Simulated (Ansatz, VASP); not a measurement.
Two plane-wave programs on Rb2AlH4

```
Rb Al H
1.0
     7.05320    0.00000    0.00000
    -3.52660    6.10825    0.00000
     0.00000    0.00000    6.30752
Rb Al H
2 1 4
Direct
  0.33333 0.66667 0.50000
  0.66667 0.33333 0.50000
  0.00000 0.00000 0.00000
  0.33333 0.66667 0.05909
  0.66667 0.33333 0.05909
  0.66667 0.33333 0.94091
  0.33333 0.66667 0.94091
```

Alike in both runs: functional PBE; k mesh 6 × 6 × 6; occupations gaussian, width 0.1 eV; no spin polarisation.

Ansatz relaxed the structure, and its values are those at the end. VASP's run is a single point on that final structure, the one shown.

```csv
,VASP,Ansatz
version,VASP 6.6.1,Ansatz 0.2.0
potentials or method,"VASP PAW PBE potentials, release 64 (Rb_sv, Al, H)","scalar-relativistic, plane waves, PAW"
plane-wave cutoff (eV),520,420
valence electrons in the cell,25,25
```

Ansatz gave:

* gap on the k mesh at the Fermi level (eV): none
* pressure (GPa): 0.0
* rms of the force components (eV/Å): 0.000

Q: What did VASP give for the same quantities?

A: gap on the k mesh at the Fermi level (eV): none; pressure (GPa): 0.0; rms of the force components (eV/Å): 0.006.

A gap of «none» marks a metal or a gap that the smearing closes.
